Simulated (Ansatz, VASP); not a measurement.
## One calculation of SnN2F2, two programs

```
Sn F N
1.0
     4.39704   -2.64701    0.00000
     4.39704    2.64701    0.00000
    -1.25295    0.00000    3.52112
Sn F N
1 2 2
Direct
  0.00000 0.00000 0.00000
  0.17236 0.17236 0.63653
  0.82764 0.82764 0.36347
  0.46199 0.46199 0.09393
  0.53801 0.53801 0.90607
```

The cell comes from a database or a generator and needn't be the stable form of this composition.

Alike in both runs: task single point; functional LDA; k mesh 6 × 6 × 8; occupations gaussian, width 0.05 eV; no spin polarisation.

```csv
,VASP,Ansatz
version,VASP 6.6.1,Ansatz 0.2.0
potentials or method,"VASP PAW LDA potentials, release 64 (Sn, F, N)",Ansatz PAW
plane-wave cutoff (eV),500,420
valence electrons in the cell,28,38
```

VASP gave:

| Quantity | Value |
| --- | --- |
| gap on the k mesh at the Fermi level (eV) | 0.97 |
| least direct gap on the mesh (eV) | 0.97 |
| pressure (GPa) | -0.6 |
| largest component of the traceless stress (GPa) | 11.40 |
| rms of the force components (eV/Å) | 0.507 |

Q: Estimate Ansatz's values.

A: gap on the k mesh at the Fermi level (eV): 1.00; least direct gap on the mesh (eV): 1.00; pressure (GPa): -0.8; largest component of the traceless stress (GPa): 12.17; rms of the force components (eV/Å): 0.914.

Atom by atom the forces differ by 0.423 eV/Å (rms over components). One of these differences is far larger than is usual between the two programs; its cause wasn't traced. The two sets of potentials don't hold the same shells in valence.

Caveats: spin-orbit coupling is left out, which moves the levels of the heavy elements; forces of over 1 eV/Å show positions far from the minimum, so gaps and moduli don't describe the material at rest; the standard files for N, O and F lose accuracy on very short bonds (VASP); the pressure holds a Pulay correction of +0.7 GPa for the finite cutoff (Ansatz); the PAW data sets come from PBE, with cores solved anew for the run's functional, which leaves a small shift of forces and pressure (Ansatz). A k mesh can miss the band edges. LDA gaps usually lie below the measured ones, often by a third to a half.
